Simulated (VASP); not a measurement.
Here is the system:

```xyz
2
Lattice="0.0000 3.2163 3.2163 3.2163 0.0000 3.2163 3.2163 3.2163 0.0000" Properties=species:S:1:pos:R:3 pbc="T T T"
Te     3.2163     3.2163     3.2163
Pb     0.0000     0.0000     0.0000
```

Computed with PBE GGA, VASP's PBE PAW potentials (set 64) (plane waves; VASP). Numerical set-up: 520 eV cut-off, 7×7×7 Γ-centred mesh, Gaussian smearing of 0.050 eV, potentials Te Pb_d.

**Question.** Give the stress tensor in GPa (positive for a compressed cell).

**Answer.** 
```
2.75  0.00  0.00
0.00  2.75  0.00
0.00  0.00  2.75
```
The pressure is its mean diagonal, 2.75 GPa.

The compound is PbTe in the rock salt structure. This cell is one point of a volume scan, at 0.94 of the reference volume.
